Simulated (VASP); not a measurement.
Consider the following.

```xyz
4
Lattice="4.1008 0.0000 0.0000 -2.0504 3.5514 0.0000 0.0000 0.0000 4.6182" Properties=species:S:1:pos:R:3 pbc="T T T"
Ca     0.0000     2.3676     4.6001
Ga     0.0000     0.0000     2.5962
Ge     2.0504     1.1838     1.9523
H      0.0000     0.0000     4.3311
```

Calculation: PBEsol GGA, VASP's PBE PAW potentials (set 64) (plane waves; VASP). Settings: 400 eV cut-off, Gaussian smearing of 0.050 eV, potentials Ca_sv Ga_d Ge_d H.

Q: Predict the band gap (along the path) with the smallest direct gap where there is one.

A: 
```
Quantity                                Value
------------------------------------  -------
band gap (along the path)             0.26 eV
smallest direct gap (along the path)  0.81 eV
```

The absolute energy has meaning only against runs of the same code, potentials and settings.

The structure comes from a computed database's CaGaGeH entry (P3m1); how it stands against other phases isn't given here. It was relaxed first, which changed the volume by -6 %.
